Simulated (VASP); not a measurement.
Output of a VASP run:

OSZICAR:
```
...
DAV:  23    -0.247935191092E+02   -0.80066E-05   -0.66948E-07   496   0.915E-03
   1 F= -.24793519E+02 E0= -.24793383E+02  d E =-.247935E+02
       N       E                     dE             d eps       ncg     rms          rms(c)
DAV:   1    -0.247943625605E+02   -0.85146E-03   -0.17492E+00   954   0.270E+01    0.183E-01
DAV:   2    -0.248003211958E+02   -0.59586E-02   -0.66771E-02  1044   0.220E+00    0.224E-01
DAV:   3    -0.247991472348E+02    0.11740E-02   -0.18202E-02  1208   0.890E-01    0.105E-01
DAV:   4    -0.247987638071E+02    0.38343E-03   -0.20911E-03  1120   0.280E-01    0.210E-02
DAV:   5    -0.247987793651E+02   -0.15558E-04   -0.14693E-04   776   0.723E-02    0.113E-02
DAV:   6    -0.247987820538E+02   -0.26887E-05   -0.17101E-05   616   0.472E-02
   2 F= -.24798782E+02 E0= -.24798538E+02  d E =-.526294E-02
       N       E                     dE             d eps       ncg     rms          rms(c)
DAV:   1    -0.247936922977E+02    0.50871E-02   -0.36418E+00   954   0.390E+01    0.269E-01
DAV:   2    -0.248061953983E+02   -0.12503E-01   -0.14004E-01  1018   0.323E+00    0.325E-01
DAV:   3    -0.248036798752E+02    0.25155E-02   -0.38248E-02  1144   0.133E+00    0.155E-01
DAV:   4    -0.248028843711E+02    0.79550E-03   -0.46063E-03  1176   0.431E-01    0.309E-02
DAV:   5    -0.248029080649E+02   -0.23694E-04   -0.30377E-04   798   0.111E-01    0.168E-02
DAV:   6    -0.248029135933E+02   -0.55285E-05   -0.32157E-05   680   0.619E-02
   3 F= -.24802914E+02 E0= -.24802532E+02  d E =-.939448E-02
       N       E                     dE             d eps       ncg     rms          rms(c)
DAV:   1    -0.248013777391E+02    0.15303E-02   -0.81279E-01   954   0.184E+01    0.125E-01
DAV:   2    -0.248040514263E+02   -0.26737E-02   -0.30432E-02  1012   0.150E+00    0.146E-01
DAV:   3    -0.248036385049E+02    0.41292E-03   -0.80018E-03  1208   0.608E-01    0.772E-02
DAV:   4    -0.248034227400E+02    0.21576E-03   -0.10788E-03  1008   0.203E-01    0.156E-02
DAV:   5    -0.248034300224E+02   -0.72824E-05   -0.67589E-05   768   0.552E-02
   4 F= -.24803430E+02 E0= -.24802990E+02  d E =-.991091E-02
       N       E                     dE             d eps       ncg     rms          rms(c)
DAV:   1    -0.248034155325E+02    0.72075E-05   -0.13817E-01   964   0.744E+00    0.475E-02
DAV:   2    -0.248043148080E+02   -0.89928E-03   -0.72976E-03  1018   0.670E-01    0.127E-01
DAV:   3    -0.248037794952E+02    0.53531E-03   -0.30754E-03  1166   0.330E-01    0.224E-02
DAV:   4    -0.248037820867E+02   -0.25914E-05   -0.10805E-04   744   0.892E-02    0.105E-02
DAV:   5    -0.248037827957E+02   -0.70901E-06   -0.13646E-05   664   0.418E-02
   5 F= -.24803783E+02 E0= -.24803352E+02  d E =-.352773E-03
       N       E                     dE             d eps       ncg     rms          rms(c)
DAV:   1    -0.248013275923E+02    0.24545E-02   -0.12408E+00   952   0.223E+01    0.142E-01
DAV:   2    -0.248090123248E+02   -0.76847E-02   -0.62947E-02  1012   0.199E+00    0.376E-01
DAV:   3    -0.248046615579E+02    0.43508E-02   -0.25986E-02  1190   0.944E-01    0.673E-02
DAV:   4    -0.248046150890E+02    0.46469E-04   -0.10340E-03  1096   0.260E-01    0.279E-02
DAV:   5    -0.248046212428E+02   -0.61538E-05   -0.15635E-04   792   0.647E-02    0.175E-02
DAV:   6    -0.248046201807E+02    0.10620E-05   -0.15660E-05   608   0.535E-02
   6 F= -.24804620E+02 E0= -.24804212E+02  d E =-.119016E-02
```

### OUTCAR
```
------------------------ aborting loop because EDIFF is reached ----------------------------------------
  FORCE on cell =-STRESS in cart. coord.  units (eV):
  Direction    XX          YY          ZZ          XY          YZ          ZX
  --------------------------------------------------------------------------------------
  Total       -0.9376111     -0.9376110     -0.3436457      0.0000000      0.0000000      0.0000000
  in kB       -6.5542090     -6.5542086     -2.4021959      0.0000000      0.0000000      0.0000000
  external PRESSURE =      -5.1702045 kB  Pullay stress =       0.0000000 kB
  volume of cell :      229.20
      direct lattice vectors                 reciprocal lattice vectors
     3.277357576  0.000000000  0.000000000     0.305123862  0.176163349  0.000000000
    -1.638678788  2.838274832  0.000000000     0.000000000  0.352326698  0.000000000
     0.000000000  0.000000000 24.639662318     0.000000000  0.000000000  0.040584972
 POSITION                                       TOTAL-FORCE (eV/Angst)
 -----------------------------------------------------------------------------------
      1.63868      0.94609     11.02532        -0.000000      0.000000      0.012433
     -0.00000      1.89218      8.54306        -0.000000      0.000000      0.021468
      1.63868      0.94609     16.09660         0.000000     -0.000000     -0.021468
     -0.00000      1.89218     13.61434         0.000000     -0.000000     -0.012433
 -----------------------------------------------------------------------------------
    total drift:                                0.000000     -0.000000     -0.000000
  FREE ENERGIE OF THE ION-ELECTRON SYSTEM (eV)
  ---------------------------------------------------
  free  energy   TOTEN  =       -24.8046201807 eV

  energy  without entropy=      -24.8033952704  energy(sigma->0) =      -24.80421188

 reached required accuracy - stopping structural energy minimisation
```
(Selected blocks of OUTCAR.)

POSCAR:
```
Sc(001) slab
1
    3.2773575760     0.0000000000     0.0000000000
   -1.6386787880     2.8382748324     0.0000000000
    0.0000000000     0.0000000000    24.6396623180
Sc
4
Direct
  0.6666670000   0.3333330000   0.4484140000
  0.3333330000   0.6666670000   0.3452430000
  0.6666670000   0.3333330000   0.6547570000
  0.3333330000   0.6666670000   0.5515860000
```

Write an INCAR and KPOINTS that could have produced this output.

One answer among several that fit: the input of the run itself, PBEsol GGA, plane waves, VASP's PBE PAW potentials (set 64).

**KPOINTS**
```
K-points
0
gamma
10 10 1
```

INCAR:
```
IBRION  =  2
LCHARG  =  .FALSE.
ISIF  =  2
NELM  =  100   # most electronic steps
PREC  =  Normal
NSW  =  50
LASPH  =  .TRUE.
GGA  =  PS   # PBEsol
SYSTEM  =  Sc(001) slab
EDIFF  =  1E-5   # SCF stop (eV)
IDIPOL  =  3
NELMIN  =  4
LMAXMIX  =  4   # l cut-off of mixed one-centre charges
ISMEAR  =  1   # Methfessel-Paxton
ALGO  =  Normal   # blocked Davidson
ENCUT  =  400   # plane-wave cut-off (eV)
EDIFFG  =  -0.03
LDIPOL  =  .TRUE.
SIGMA  =  0.1   # width (eV)
DIPOL  =  0.5 0.5 0.5
LREAL  =  .FALSE.
LWAVE  =  .TRUE.
```

POTCAR, in this order: Sc_sv (PBE.64 set). Program: vasp_std.

The cell is a thin slab with vacuum, built from Sc (hcp): (001) face.
